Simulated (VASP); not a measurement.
Method: LDA (Ceperley-Alder, Perdew-Zunger), VASP's LDA PAW potentials (set 64) (plane waves; VASP).

VASP ran on this input.

### INCAR
```
ISMEAR=-5   ! tetrahedra, Bloechl
EDIFF=1E-7   ! SCF stop (eV)
ISIF=2
ENCUT=400   ! plane-wave cut-off (eV)
NEDOS=601
LASPH=T   ! aspherical one-centre terms
ALGO=Normal
SYSTEM=In
LMAXMIX=4
LCHARG=T
LWAVE=F
PREC=Accurate
LREAL=F   ! projection in real space or not
NELM=100
LORBIT=11   ! lm-projected
```

File POSCAR:
```
In
1.0
 -1.5957060402   1.5957060402   2.4135183327
  1.5957060402  -1.5957060402   2.4135183327
  1.5957060402   1.5957060402  -2.4135183327
In
1
Cart
  1.5957060402   1.5957060402  -2.4135183327
```

KPOINTS:
```
K-points
0
G
 18 18 18
0 0 0
```

POTCAR, in this order: In_d (LDA.64 set). Program: vasp_std.

What VASP printed:

### OUTCAR
```
 ion  position               nearest neighbor table
   1  0.000  0.000  0.000-
  LATTYP: Found a body centered tetragonal cell.
 ALAT       =     3.1914120804
 C/A-ratio  =     1.5125081136
 Subroutine PRICEL returns:
 Original cell was already a primitive cell.
 Subroutine GETGRP returns: Found 16 space group operations
The static configuration has the point symmetry D_4h.
The dynamic configuration has the point symmetry D_4h.
 Subroutine INISYM returns: Found 16 space group operations
 Subroutine IBZKPT returns following result:
 Found    480 irreducible k-points:

 Following reciprocal coordinates:
            Coordinates               Weight
  0.000000  0.000000  0.000000      1.000000
  0.055556 -0.000000  0.000000      8.000000
  0.111111 -0.000000  0.000000      8.000000
  0.166667 -0.000000  0.000000      8.000000
  0.222222 -0.000000  0.000000      8.000000
  0.277778 -0.000000  0.000000      8.000000
  0.333333 -0.000000  0.000000      8.000000
  0.388889  0.000000  0.000000      8.000000
  0.444444 -0.000000  0.000000      8.000000
...
```

File OSZICAR:
```
       N       E                     dE             d eps       ncg     rms          rms(c)
DAV:   1     0.633593818120E+02    0.63359E+02   -0.56753E+03  9770   0.141E+03
DAV:   2    -0.852219466746E+00   -0.64212E+02   -0.63376E+02  9766   0.265E+02
DAV:   3    -0.320363570366E+01   -0.23514E+01   -0.23441E+01 11186   0.609E+01
DAV:   4    -0.325431881876E+01   -0.50683E-01   -0.50693E-01 12050   0.872E+00
DAV:   5    -0.325671768764E+01   -0.23989E-02   -0.24008E-02 11912   0.156E+00    0.272E+00
DAV:   6    -0.322540116706E+01    0.31317E-01   -0.54445E-02 11034   0.529E+00    0.133E+00
DAV:   7    -0.321798441169E+01    0.74168E-02   -0.15486E-02 12612   0.254E+00    0.280E-01
DAV:   8    -0.321720622235E+01    0.77819E-03   -0.75312E-04 10858   0.619E-01    0.259E-02
DAV:   9    -0.321720441598E+01    0.18064E-05   -0.12165E-05 13810   0.513E-02    0.173E-02
DAV:  10    -0.321720449951E+01   -0.83533E-07   -0.48978E-07 10750   0.959E-03
   1 F= -.32172045E+01 E0= -.32172045E+01  d E =0.000000E+00
```

### OUTCAR
```
------------------------ aborting loop because EDIFF is reached ----------------------------------------
  FORCE on cell =-STRESS in cart. coord.  units (eV):
  Direction    XX          YY          ZZ          XY          YZ          ZX
  --------------------------------------------------------------------------------------
  Total        0.0218060      0.0218060      0.0162823      0.0000000      0.0000000      0.0000000
  in kB        1.4212499      1.4212499      1.0612296      0.0000000      0.0000000      0.0000000
  external PRESSURE =       1.3012431 kB  Pullay stress =       0.0000000 kB
  volume of cell :       24.58
      direct lattice vectors                 reciprocal lattice vectors
    -1.595706040  1.595706040  2.413518333     0.000000000  0.313340921  0.207166440
     1.595706040 -1.595706040  2.413518333     0.313340921  0.000000000  0.207166440
     1.595706040  1.595706040 -2.413518333     0.313340921  0.313340921  0.000000000
 POSITION                                       TOTAL-FORCE (eV/Angst)
 -----------------------------------------------------------------------------------
      0.00000      0.00000      0.00000        -0.000000     -0.000000      0.000000
 -----------------------------------------------------------------------------------
    total drift:                               -0.000000     -0.000000      0.000000
  FREE ENERGIE OF THE ION-ELECTRON SYSTEM (eV)
  ---------------------------------------------------
  free  energy   TOTEN  =        -3.2172044995 eV

  energy  without entropy=       -3.2172044995  energy(sigma->0) =       -3.21720450

 total charge

# of ion       s       p       d       tot
------------------------------------------
    1        1.013   0.535   9.850  11.399
```
(Selected blocks of OUTCAR.)

OUTCAR:
```
 val. band max:        8.1899516873   @ k =   0.2222   0.2222   0.2222

 cond. band min:       7.7938635541   @ k =  -0.4444   0.4444   0.2778


 Fermi energy:         7.9666572263

 k-point     1 :       0.0000    0.0000    0.0000
  band No.  band energies     occupation
      1      -6.7486      2.00000
      2      -6.6356      2.00000
      3      -6.6356      2.00000
      4      -6.5268      2.00000
      5      -6.4124      2.00000
      6      -2.0575      2.00000
      7      18.9415      0.00000
      8      18.9415      0.00000
      9      19.1158      0.00000
     10      19.7495      0.00000

 k-point     2 :       0.0556   -0.0000    0.0000
  band No.  band energies     occupation
      1      -6.7428      2.00000
      2      -6.6358      2.00000
      3      -6.6296      2.00000
      4      -6.5261      2.00000
      5      -6.4148      2.00000
      6      -1.9865      2.00000
      7      18.0256      0.00000
      8      18.8488      0.00000
      9      18.8845      0.00000
     10      19.6447      0.00000

 k-point     3 :       0.1111   -0.0000    0.0000
  band No.  band energies     occupation
      1      -6.7291      2.00000
      2      -6.6375      2.00000
      3      -6.6136      2.00000
      4      -6.5208      2.00000
      5      -6.4203      2.00000
      6      -1.7725      2.00000
      7      16.1535      0.00000
      8      18.4424      0.00000
      9      18.6197      0.00000
     10      19.6231      0.00000

 k-point     4 :       0.1667   -0.0000    0.0000
  band No.  band energies     occupation
      1      -6.7170      2.00000
      2      -6.6433      2.00000
      3      -6.5938      2.00000
      4      -6.5020      2.00000
      5      -6.4237      2.00000
      6      -1.4120      2.00000
      7      14.1580      0.00000
      8      17.9072      0.00000
      9      18.3401      0.00000
     10      19.6162      0.00000

 k-point     5 :       0.2222   -0.0000    0.0000
...
```

For a metal the tetrahedron method with Blöchl corrections gives inexact stress and forces. Unless said otherwise, spin-orbit coupling is left out, though it shifts the bands of the heavy elements here.

The compound is In in the bct structure. It was relaxed first, which changed the volume by -6 %.
